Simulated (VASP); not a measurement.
Here is the system:

```
Pd
1.0
    0.00000     2.08028     2.08028
    2.08028     0.00000     2.08028
    2.08028     2.08028     0.00000
Pd
1
Direct
  0.00000   0.00000   0.00000
```

These are vdW-DF2, VASP's PBE PAW potentials (set 64) (plane waves; VASP) values and carry that method's errors. Settings: 520 eV cut-off, 15×15×15 Γ-centred mesh, first-order Methfessel-Paxton smearing of 0.10 eV, potentials Pd.

Give the stress tensor in GPa (positive for a compressed cell).

```
-6.26   0.00   0.00
 0.00  -6.26   0.00
 0.00   0.00  -6.26
```
The pressure is its mean diagonal, -6.26 GPa.

The compound is Pd in the fcc structure. This cell is one point of a volume scan, at 1.06 of the reference volume.
